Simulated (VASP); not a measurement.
Computed with r2SCAN meta-GGA, VASP's PBE PAW potentials (set 64) (plane waves; VASP).

The input files of a VASP run:

### INCAR
```
# general
SYSTEM  = Si
PREC    = Accurate
ENCUT   = 400   # plane-wave cut-off (eV)
LREAL   = .FALSE.   # projection in real space or not
LASPH   = .TRUE.

# electronic loop
EDIFF   = 1E-6   # SCF stop (eV)
NELM    = 100   # most electronic steps
ALGO    = Normal   # blocked Davidson
LMIXTAU = .TRUE.

# smearing
ISMEAR  = 1   # Methfessel-Paxton
SIGMA   = 0.1   # width (eV)

# functional
METAGGA = R2SCAN

# ions
IBRION  = 2   # conjugate gradients
NSW     = 60   # most ionic steps
ISIF    = 4
EDIFFG  = -0.01   # ionic stop

# output
LWAVE   = .FALSE.
LCHARG  = .FALSE.
```

KPOINTS:
```
K-points
0
G
  10 10 1
0 0 0
```

**POSCAR**
```
Si
1
    3.8451530000     0.0000000000     0.0000000000
   -1.9225760000     3.3300000000     0.0000000000
    0.0000000000     0.0000000000    16.0000000000
Si
2
Direct
  0.0000000000   0.0000000000   0.5000000000
  0.6666670000   0.3333330000   0.5000000000
```

POTCAR, in this order: Si (PBE.64 set). Program: vasp_std.

What will the output report for the number of irreducible k-points (NKPTS), number of bands (NBANDS), largest plane-wave count, number of space-group operations, FFT grid (NGX, NGY, NGZ)?

```json
{
  "number of irreducible k-points (NKPTS)": "14",
  "number of bands (NBANDS)": "8",
  "largest_plane_wave_count": "3731",
  "number_of_space_group_operations": "24",
  "FFT grid (NGX, NGY, NGZ)": "28 × 28 × 108"
}
```

The cell is a sheet with vacuum, built from a generated structure.
